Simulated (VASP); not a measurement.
Output of a VASP run:

### OSZICAR
```
       N       E                     dE             d eps       ncg     rms          rms(c)
DAV:   1     0.269350430610E+03    0.26935E+03   -0.75237E+03  6544   0.112E+03
DAV:   2     0.375665264733E+02   -0.23178E+03   -0.22894E+03 10472   0.303E+02
DAV:   3    -0.145830327692E+02   -0.52150E+02   -0.51408E+02 10658   0.157E+02
DAV:   4    -0.187937872581E+02   -0.42108E+01   -0.40811E+01 13072   0.466E+01
DAV:   5    -0.192649989005E+02   -0.47121E+00   -0.45145E+00 10704   0.132E+01    0.354E+00
DAV:   6    -0.189598130969E+02    0.30519E+00   -0.32710E+00 13048   0.113E+01    0.193E+00
DAV:   7    -0.189467745664E+02    0.13039E-01   -0.20197E-01 12720   0.375E+00    0.111E+00
DAV:   8    -0.189328787566E+02    0.13896E-01   -0.35228E-02 13064   0.142E+00    0.138E-01
DAV:   9    -0.189322944909E+02    0.58427E-03   -0.49827E-03 12104   0.676E-01    0.554E-02
DAV:  10    -0.189322068920E+02    0.87599E-04   -0.33540E-04 12488   0.161E-01    0.185E-02
DAV:  11    -0.189322024419E+02    0.44501E-05   -0.96283E-05 12328   0.788E-02    0.110E-02
DAV:  12    -0.189322023906E+02    0.51211E-07   -0.28278E-05 11432   0.472E-02    0.355E-03
DAV:  13    -0.189322019053E+02    0.48537E-06   -0.42225E-06  8792   0.203E-02
   1 F= -.18932202E+02 E0= -.18927269E+02  d E =-.986656E-02
```

OUTCAR:
```
------------------------ aborting loop because EDIFF is reached ----------------------------------------
  FORCE on cell =-STRESS in cart. coord.  units (eV):
  Direction    XX          YY          ZZ          XY          YZ          ZX
  --------------------------------------------------------------------------------------
  Total       -3.4539289     -3.4894035     -3.4620211      0.1325305     -0.0284152      0.1186830
  in kB      -32.3710091    -32.7034851    -32.4468510      1.2421064     -0.2663136      1.1123244
  external PRESSURE =     -32.5071151 kB  Pullay stress =       0.0000000 kB
  volume of cell :      170.95
      direct lattice vectors                 reciprocal lattice vectors
     0.000000000  4.405000000  4.405000000    -0.113507378  0.113507378  0.113507378
     4.405000000  0.000000000  4.405000000     0.113507378 -0.113507378  0.113507378
     4.405000000  4.405000000  0.000000000     0.113507378  0.113507378 -0.113507378
 POSITION                                       TOTAL-FORCE (eV/Angst)
 -----------------------------------------------------------------------------------
      6.54265      6.61696      6.65826         0.169493      0.032783     -0.078625
      4.38634      4.35696      4.39115         0.138008      0.057080     -0.028189
      1.12395      1.06330      1.08223        -0.061325      0.218550      0.134463
      1.11704      3.40035      3.33759         0.032718     -0.342005     -0.203252
      3.36665      3.31757      1.11143        -0.240762     -0.050459      0.011359
      3.28587      1.06737      3.24184        -0.038133      0.084052      0.164243
 -----------------------------------------------------------------------------------
    total drift:                                0.000181     -0.000247      0.000036
  FREE ENERGIE OF THE ION-ELECTRON SYSTEM (eV)
  ---------------------------------------------------
  free  energy   TOTEN  =       -18.9322019053 eV

  energy  without entropy=      -18.9223353489  energy(sigma->0) =      -18.92726863
```
(Selected blocks of OUTCAR.)

File POSCAR:
```
LaMg2
1
    0.0000000000     4.4050000000     4.4050000000
    4.4050000000     0.0000000000     4.4050000000
    4.4050000000     4.4050000000     0.0000000000
La Mg
2 4
Direct
  0.7641960000   0.7473270000   0.7379510000
  0.4950930000   0.5017630000   0.4940020000
  0.1159570000   0.1297260000   0.1254270000
  0.6380140000   0.1196680000   0.1339160000
  0.1205840000   0.1317270000   0.6325530000
  0.1161570000   0.6197890000   0.1261520000
```

Question: Reconstruct the remaining input files.

Answer: One answer among several that fit: the input of the run itself, LDA (Ceperley-Alder, Perdew-Zunger), plane waves, VASP's LDA PAW potentials (set 64).

### INCAR
```
SYSTEM = LaMg2
PREC = Accurate; ENCUT = 300; LREAL = .False.
LASPH = .True.
EDIFF = 1E-6; NELM = 100; ALGO = Normal
LMAXMIX = 6
ISMEAR = 0; SIGMA = 0.05
ISIF = 2
LWAVE = .False.; LCHARG = .False.
```

### KPOINTS
```
Automatic mesh
0
Gamma
7 7 7
0 0 0
```

POTCAR, in this order: La Mg (LDA.64 set). Program: vasp_std.

At this cut-off the stress carries a Pulay error, which pulls relaxed volumes low.

The structure comes from a measured LaMg2 entry of the Crystallography Open Database, whose conditions weren't checked. The cell was not relaxed at this level, atoms are displaced from their ideal sites.
